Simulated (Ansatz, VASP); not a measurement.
# HfC: VASP beside Ansatz

One calculation is typed for both programs; each brings its own data sets. How far apart do they land? The cell is taken from a series of runs on this material, whose earlier steps may have relaxed, scaled, displaced or heated it; both programs get it as it stands.

Method: plane waves, with VASP 6.6.1 beside it; zone-centre phonons at PBEsol, in Ansatz 0.2.0.

### 1. Set-up

Symmetry: Immm, No. 71, orthorhombic system. Conventional cell: a = 3.233 Å, b = 3.355 Å, c = 4.588 Å, α = 90.00°, β = 90.00°, γ = 90.00°. Nearest to C lie 6 Hf at 2.29 to 2.33 Å. Hf has 6 C at 2.29 to 2.33 Å nearest. Farther neighbours are not listed.

### 2. Ansatz: zone-centre phonons, PBEsol

Ansatz runs on its PAW soft_1 files.

Second derivatives magnify differences that forces hide, and they need a tight electronic threshold.

input.yaml reads:

```yaml
crystal:
  lattice:
    - [0.0431519647, 2.329535508, 2.2939574206]
    - [2.329535508, 0.0431519647, 2.2939574206]
    - [2.3726874726, 2.3726874726, -1.0e-10]
  atoms:
    - { symbol: C, position: [0.0, 0.0, 0.0] }
    - { symbol: Hf, position: [0.5, 0.5, 0.5] }
kpoints:
  mp_grid: { grid: [16, 16, 16] }
hamiltonian:
  xc: pbesol
  pseudopotentials: { kind: paw, azcp: { folder: soft_1 }, xc_functional: pbe }
scf:
  occupations: { method: methfessel_paxton, width: 0.2 }
output:
  eigenvalues: true
phonons:
  method: dfpt
```

The run is started by

```bash
> ansatz run input.yaml --threads 4 --pin off --max-ram 10240MiB --backend cpu --events-out ev --progress --plain --runs-dir out
```

Numbers of over 12 decimals in the logs are rounded to 6 here.

Log:

```text
zone centre: on kpoints.mp_grid the ground state, and the responses unless they are solved on pairs of k-points, stand on 1098 of the mesh's 4096 k-points, reduced under 4 symmetry operations, with k and −k counted as one. Each operation leaves every solved displacement unchanged or reverses it
Engine: ansatz 0.2.0, aarch64-unknown-linux-gnu
Pseudopotentials: kind: paw
Pseudopotential: C, paw, valence charge 4, recommended cutoff 420 eV (normal), soft_1/C.paw.azcp
Pseudopotential: Hf, paw, valence charge 26, recommended cutoff 420 eV (normal), soft_1/Hf.paw.azcp
Functional definition: PBEsol
  exchange = pbesol_x
  correlation = pbesol_c
Crystal: 2 atoms, lattice volume = 24.889 Å³
Basis set: ecut = 420 eV, 503 PW (Γ), exchange–correlation on 48×48×48 points (8 copies of the dense FFT grid, shifted against one another)
Bands: 19, of which v1, the nominal top of the filled ones, is band 15 counted from 1 (14 counted from 0)
Symmetry: 8 space group operations
k-points: 1098 of 4096 (irreducible under 4 space group operations)
Non-local potential: C, projectors of the file, l = 0: 2, l = 1: 2, l = 2: 1
Non-local potential: Hf, projectors of the file, l = 0: 3, l = 1: 2, l = 2: 2, l = 3: 3
PAW form: soft (Blöchl's): semilocal exchange-correlation on the pseudo side does not see the compensation charge
PAW frozen core: C, regenerated for the run's functional, and the local potential with it (the file was generated under x = pbe(κ = 0.804, μ = 0.219515), c = pbe(β = 0.066725))
PAW frozen core: Hf, regenerated for the run's functional, and the local potential with it (the file was generated under x = pbe(κ = 0.804, μ = 0.219515), c = pbe(β = 0.066725))
PAW one-centre angular grid: C, 110 points (default); XC on 64 Gauss nodes
PAW one-centre angular grid: Hf, 590 points (default); XC on 64 Gauss nodes
Initial density: superposition of atomic densities (chi_scale 0.1, normalization cell, long waves kept (reshape's long-wave potential 0.00 eV rms))
Initial wavefunctions: pseudopotential atomic-orbital guess
Functional: x = pbesol(κ = 0.804, μ = 0.123457), c = pbesol(β = 0.046)
SCF iter   1: F=—  HF=-15848.019847 eV  |F-HF|=—  |Δ(HF+E_count)|=         —  Δρ=8.51e-2  dr2=2.46e0  ethr=3.10e-3  ⟨swp⟩=4.8  Hψ=90143  notcnv=0
preconditioner: auto → Kerker (q_TF=auto, 2.815 Å⁻¹)  [metal: Δε(μ)=0.013 eV  Ē_g=17.607 eV  σ=0.200 eV  W_gap=0.06  n_scr=14 (ndim 8)  ℏωp=39.4 eV  f_vac=0.000  D(μ)=0.20/eV (n_scr^D=0)]
SCF iter   2: F=—  HF=-15847.514950 eV  |F-HF|=—  |Δ(HF+E_count)|=   5.05e-1  S|Δr|=    0.00e0  Δρ=3.30e-2  dr2=2.67e-1  ethr=3.10e-3  ⟨swp⟩=2.5  Hψ=38765  notcnv=0  defer=11
SCF iter   3: F=—  HF=-15847.461533 eV  |F-HF|=—  |Δ(HF+E_count)|=   5.34e-2  S|Δr|=    0.00e0  Δρ=1.43e-2  dr2=3.19e-2  ethr=8.92e-4  ⟨swp⟩=2.0  Hψ=37103  notcnv=0  defer=1
SCF iter   4: F=—  HF=-15847.453188 eV  |F-HF|=—  |Δ(HF+E_count)|=   8.35e-3  S|Δr|=    0.00e0  Δρ=8.20e-3  dr2=8.00e-3  ethr=1.06e-4  ⟨swp⟩=2.1  Hψ=37264  notcnv=0
SCF iter   5: F=—  HF=-15847.453262 eV  |F-HF|=—  |Δ(HF+E_count)|=   7.43e-5  S|Δr|=    0.00e0  Δρ=1.47e-3  dr2=2.83e-4  ethr=2.67e-5  ⟨swp⟩=2.3  Hψ=35891  notcnv=0
SCF iter   6: F=—  HF=-15847.453218 eV  |F-HF|=—  |Δ(HF+E_count)|=   4.35e-5  S|Δr|=    0.00e0  Δρ=2.46e-4  dr2=1.51e-5  ethr=9.43e-7  ⟨swp⟩=3.0  Hψ=37740  notcnv=0
SCF iter   7: F=—  HF=-15847.453225 eV  |F-HF|=—  |Δ(HF+E_count)|=   6.94e-6  S|Δr|=    0.00e0  Δρ=6.61e-5  dr2=8.22e-7  ethr=5.03e-8  ⟨swp⟩=2.2  Hψ=37955  notcnv=0
SCF iter   8: F=—  HF=-15847.453225 eV  |F-HF|=—  |Δ(HF+E_count)|=   6.69e-7  S|Δr|=    0.00e0  Δρ=1.34e-5  dr2=2.56e-8  ethr=2.74e-9  ⟨swp⟩=2.9  Hψ=42067  notcnv=0
SCF iter   9: F=—  HF=-15847.453225 eV  |F-HF|=—  |Δ(HF+E_count)|=   1.07e-8  S|Δr|=    0.00e0  Δρ=2.43e-6  dr2=1.15e-9  ethr=8.52e-11  ⟨swp⟩=2.3  Hψ=33506  notcnv=0
SCF iter  10: F=—  HF=-15847.453225 eV  |F-HF|=—  |Δ(HF+E_count)|=   1.26e-9  S|Δr|=    0.00e0  Δρ=3.21e-7  dr2=1.86e-11  ethr=3.83e-12  ⟨swp⟩=2.7  Hψ=41078  notcnv=0
SCF iter  11: F=-15847.453225 eV  HF=-15847.453225 eV  |F-HF|=3.64e-12  |Δ(HF+E_count)|=    0.00e0  S|Δr|=    0.00e0  Δρ=5.52e-8  dr2=5.00e-13  ethr=1.00e-12  ⟨swp⟩=7.5  Hψ=121500  notcnv=0
SCF 1 converged in 11 iterations: F = -15847.453225 eV  dr2 = 5.00e-13
  greatest PAW one-centre occupation: 0.998 electrons in one spin orbital (limit 2), on the Hf atom at site 1 (counted from 0), in its partial waves of l = 0
DFPT response loops at Γ: preconditioner auto → Kerker (q_TF=auto, 2.815 Å⁻¹) (partly filled bands, converged f_vac=0.000); β = 1.00, the filter's whole step (`scf.mixing.beta` (0.50) is not read by the response loops under this deck's `scf.mixing.preconditioner`; to damp them name `kerker` or `kerker_dos`, under which they read `scf.mixing.beta`, and type it under 1.00, their step now; both keys bind the ground state too); Broyden in place of MSR1
SCF converged after 11 iterations
Stability not checked: this state was not tested for a lower state beside it, because cold or Methfessel-Paxton smearing, or corrected tetrahedra, fill the levels in a way that the test cannot read (fill_not_monotonic; see scf.lower_state_search)
Free energy (F): -15847.453225 eV
Harris-Foulkes:  -15847.453225 eV  (|F-HF|=3.64e-12)
Internal energy: -15847.453024 eV  (E = F + TS)
E sigma→0 (E₀):  -15847.453174 eV
Entropy (-TS):   -0.000201 eV (-0.100 meV/atom)
Fermi energy:    18.641619 eV
--- Per-component energies (eV) ---
  E_band       = 68.356414
  E_kinetic    = 493.524639
  E_local      = -6204.520966  (includes V_loc(G=0)·N_el)
  E_nonlocal   = 91.175340
  E_hartree    = 3036.757184
  E_xc         = -311.972551
  E_vxc        = -313.396818  (∫ρ·V_xc dr)
  E_paw        = -7673.351322  (= ΣΔE_a)
  E_vpaw       = -71.940221  (= ΣTr[D̂ρ^β])
  E_aug_tail   = 0.000102  (compensation charges beyond the density's cutoff)
  E_ewald      = -5280.337607
  E_core_change = 1.272157  (= ΣΔE_core)
  E_smearing   = -0.000201  (= −TS)
  E_closure    = 0.000000  (closes the sum)
  Σ components = -15847.453225   (vs F -15847.453225, Δ=0.00e0)
--- Band table (eV; the first three rows and the last of 1098) ---
  k-point 0: bands = [... 11 lower, 7.7128, 19.5633, 19.6288, 19.7572, 19.8063, 20.0089, 20.1597, 21.9002]
  k-point 1: bands = [... 11 lower, 7.7121, 18.7441, 19.1147, 19.2690, 20.1271, 20.3907, 20.4599, 22.4075]
  k-point 2: bands = [... 11 lower, 7.7121, 17.6887, 18.3047, 18.4633, 20.4659, 20.7305, 20.9312, 23.4672]
  k-point 1097: bands = [... 11 lower, 8.1993, 16.1308, 16.7081, 18.3305, 18.7091, 23.9645, 25.3708, 25.4107]
--- Phonons (Γ-DFPT): 4 representative perturbations + reference, on 1098 of 4096 k-points (Σ response iterations 12) ---
  k mesh reduced under 4 symmetry operations, with k and −k counted as one. Each operation leaves every solved displacement unchanged or reverses it
  ASR residual: 2.272e-5 → 0.000e0 eV/Å²; symmetrization residual: 6.808e-7 eV/Å²
  ASR residual per site (eV/Å²): 1.35e-5 2.27e-5
  Γ frequencies (cm⁻¹): 0.00 0.00 0.00 403.39 432.06 469.03
  non-analytic LO–TO correction: not included (Born effective charges unavailable; polar crystals: no LO–TO splitting at Γ)
```

(Part 1 of 2 ends here.)

[Lines on the potential files, build, host, timing and source positions are cut from VASP's logs without a mark.]

[Logs are printed without paths, hosts, clocks, repeated set-up lines and the standing remarks that a program may print on its own settings, such as how far it seeks lower states.]

[Hosts, paths, dates, database ids (printed as entryN), source tags and the programs' standing remarks are cut or masked in the printed files.]
